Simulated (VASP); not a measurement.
# Fe2O3 (Hematite): how cutoff and mesh change the relaxed cell, part 3 of 3

Aim: test the relaxed volume of Fe2O3 (Hematite) against cutoff and mesh. The starting structure is a measured crystal structure from the Crystallography Open Database. The first relaxation on each setting starts from this cell expanded by 3 % in volume.

VASP 6.6.1.

Results so far: reference 9.55 Å³ an atom; a cutoff of 400 eV 9.23 Å³ an atom; a 3×3×3 mesh 9.57 Å³ an atom; a cutoff of 680 eV 9.53 Å³ an atom.

### 6. Relaxation with an 8×8×8 mesh

Level of this step: PBEsol, spin-polarised from an antiferromagnetic start; plane waves and PAW (Fe, O) (VASP).

Against step 2 the input has an 8×8×8 mesh. This run starts from the cell of an earlier relaxation, which isn't shown; the restart sets up the plane waves anew.

INCAR

```
SYSTEM = Fe2O3
PREC = Accurate
ENCUT = 520
EDIFF = 1E-06
NELM = 100
ISMEAR = 0
SIGMA = 0.03
LREAL = .FALSE.
ALGO = Normal
GGA = PS
NBANDS = 49
ISPIN = 2
MAGMOM = 3 -3 3 -3 0 0 0 0 0 0
LASPH = .TRUE.
LMAXMIX = 4
LORBIT = 11
LWAVE = .FALSE.
LCHARG = .FALSE.
KPAR = 16
IBRION = 2
NSW = 50
ISIF = 3
EDIFFG = -0.006
```

POSCAR

```
Fe2O3
1.0
    2.4610949005      1.4209138033      4.5491254933
   -2.4610949005      1.4209138033      4.5491254933
    0.0000000000     -2.8418276066      4.5491254933
Fe O
4 6
Direct
    0.3547265736      0.3547265736      0.3547265736
    0.1452734264      0.1452734264      0.1452734264
    0.6452734264      0.6452734264      0.6452734264
    0.8547265736      0.8547265736      0.8547265736
    0.5590565671      0.2500000000      0.9409434329
    0.2500000000      0.9409434329      0.5590565671
    0.9409434329      0.5590565671      0.2500000000
    0.4409434329      0.7500000000      0.0590565671
    0.7500000000      0.0590565671      0.4409434329
    0.0590565671      0.4409434329      0.7500000000
```

KPOINTS

```
Automatic mesh
0
Gamma
8 8 8
0 0 0
```

PAW data sets: Fe and O (PBE family, release 64).

Started as:

```bash
mpirun -np 16 vasp_std
```

The program printed:

```text
[... set-up lines as in an earlier step ...]
 entering main loop
       N       E                     dE             d eps       ncg     rms          rms(c)
DAV:   1     0.805948845018E+03    0.80595E+03   -0.30794E+04 12756   0.166E+03
DAV:   2     0.396862715058E+02   -0.76626E+03   -0.69947E+03 13136   0.433E+02
DAV:   3    -0.913955854233E+02   -0.13108E+03   -0.12191E+03 15048   0.200E+02
DAV:   4    -0.986722619567E+02   -0.72767E+01   -0.71793E+01 15360   0.502E+01
[...]
DAV:  17    -0.799782526125E+02   -0.32588E-06   -0.17391E-05 15608   0.422E-02    0.224E-02
DAV:  18    -0.799782505007E+02    0.21118E-05   -0.33315E-06 11948   0.309E-02    0.763E-03
DAV:  19    -0.799782499547E+02    0.54598E-06   -0.36689E-06 10578   0.176E-02
   1 F= -.79978250E+02 E0= -.79978250E+02  d E =-.799782E+02  mag=     0.0000
[...]
N       E                     dE             d eps       ncg     rms          rms(c)
DAV:   1    -0.799783201407E+02   -0.69640E-04   -0.51976E-03 13509   0.484E-01    0.787E-02
DAV:   2    -0.799782632512E+02    0.56890E-04   -0.28801E-04 15516   0.122E-01    0.473E-02
DAV:   3    -0.799782603818E+02    0.28694E-05   -0.29550E-05 19373   0.364E-02    0.239E-02
DAV:   4    -0.799782589527E+02    0.14291E-05   -0.87254E-06 14765   0.550E-02    0.142E-02
DAV:   5    -0.799782582611E+02    0.69158E-06   -0.10304E-06  7404   0.160E-02
   2 F= -.79978258E+02 E0= -.79978258E+02  d E =-.830638E-05  mag=     0.0000
 trial-energy change:   -0.000008  1 .order   -0.000011   -0.000028    0.000006
 step:   0.8282(harm=  0.8282)  dis= 0.00024  next Energy=   -79.978262 (dE=-0.117E-04)
 reached required accuracy - stopping structural energy minimisation
```

Run time: 67 s. Hardware: 16 MPI ranks of Intel Xeon 6975P-C (Granite Rapids), shared host; peak memory 10 GiB; 16 min of CPU time.

OUTCAR, selected parts (step 6):

```text
  Total       -0.0440336     -0.0440336     -0.0152377      0.0000000      0.0000000      0.0000000
  in kB       -0.7388062     -0.7388062     -0.2556616      0.0000000      0.0000000      0.0000000
  external PRESSURE =      -0.5777580 kB  Pullay stress =       0.0000000 kB

 POSITION                                       TOTAL-FORCE (eV/Angst)
 -----------------------------------------------------------------------------------
     -0.00000      0.00000      4.84243        -0.000000      0.000000      0.000531
     -0.00000      0.00000      1.98302         0.000000      0.000000     -0.000531
     -0.00000      0.00000      8.80847         0.000000      0.000000     -0.000531
     -0.00000      0.00000     11.66788        -0.000000      0.000000      0.000531
      0.76083     -1.52428      7.96302         0.001630      0.002823      0.000000
     -1.70048      0.10324      7.96302         0.001630     -0.002823      0.000000
      0.93965      1.42104      7.96302        -0.003260      0.000000     -0.000000
     -0.76083      1.52428      5.68787        -0.001630     -0.002823      0.000000
      1.70048     -0.10324      5.68787        -0.001630      0.002823      0.000000
     -0.93965     -1.42104      5.68787         0.003260      0.000000      0.000000
 -----------------------------------------------------------------------------------
    total drift:                                0.000000     -0.000000      0.000000

  FREE ENERGIE OF THE ION-ELECTRON SYSTEM (eV)
  ---------------------------------------------------
  free  energy   TOTEN  =       -79.9782582611 eV

  energy  without entropy=      -79.9782582611  energy(sigma->0) =      -79.97825826

 magnetization (x)
# of ion       s       p       d       tot
------------------------------------------
    1        0.006   0.010   3.332   3.348
    2       -0.006  -0.010  -3.332  -3.348
    3        0.006   0.010   3.332   3.348
    4       -0.006  -0.010  -3.332  -3.348
    5        0.000   0.000   0.000   0.000
    6        0.000   0.000   0.000   0.000
    7        0.000   0.000   0.000   0.000
    8        0.000   0.000   0.000   0.000
    9        0.000   0.000   0.000   0.000
   10        0.000   0.000   0.000   0.000
--------------------------------------------------
tot          0.000   0.000   0.000   0.000

[... 1 part as in an earlier step ...]

[... 3 further parts left out ...]
[key lines of the parts left out:]
E-fermi :   4.8553
```

With an 8×8×8 mesh the cell ends at 9.549 Å³ an atom, +0.00 % from the reference.

### 7. Comparison

| run | volume (Å³/atom) | change (%) | pressure left (GPa) | core minutes |
| --- | --- | --- | --- | --- |
| reference | 9.549 | - | -0.05 | 55.0 |
| a cutoff of 400 eV | 9.232 | -3.32 | 0.03 | 50.1 |
| a 3×3×3 mesh | 9.566 | 0.18 | -0.08 | 9.49 |
| a cutoff of 680 eV | 9.531 | -0.18 | 0.0 | 77.3 |
| an 8×8×8 mesh | 9.549 | 0.0 | -0.06 | 92.0 |

Core minutes are wall time times ranks, summed over the relaxations behind a row (those for a bulk modulus apart), on shared hosts.

### 8. Summary of results

```json
{
 "volume of the reference": "9.549 Å³/atom",
 "volume against the reference, a cutoff of 400 eV": "-3.32 %",
 "volume against the reference, a 3×3×3 mesh": "+0.18 %",
 "volume against the reference, a cutoff of 680 eV": "-0.18 %",
 "volume against the reference, an 8×8×8 mesh": "+0.00 %"
}
```

In words: The volume moves most with a cutoff of 400 eV: -3.32 % against the reference (520 eV, 6×6×6 mesh). On finer settings it changes by -0.18 % with a cutoff of 680 eV and +0.00 % with an 8×8×8 mesh. The relaxations stop with up to 0.08 GPa left, which at a bulk modulus of 50 GPa, to name a scale, is 0.16 % of the volume, and more along a soft axis. That understates it: a restart alone still moved the volume by up to 1.6 %. A cell that shrinks at the lower cutoff is the usual mark of Pulay stress, the error that a plane-wave basis makes when it is kept while the volume changes. Further runs on this material are not shown.

[Lines on the potential files, build, host, timing and source positions are cut from VASP's logs without a mark.]

[Logs are printed without paths, hosts, clocks, repeated set-up lines and the standing remarks that a program may print on its own settings, such as how far it seeks lower states.]

[Hosts, paths, dates, database ids (printed as entryN), source tags and the programs' standing remarks are cut or masked in the printed files.]
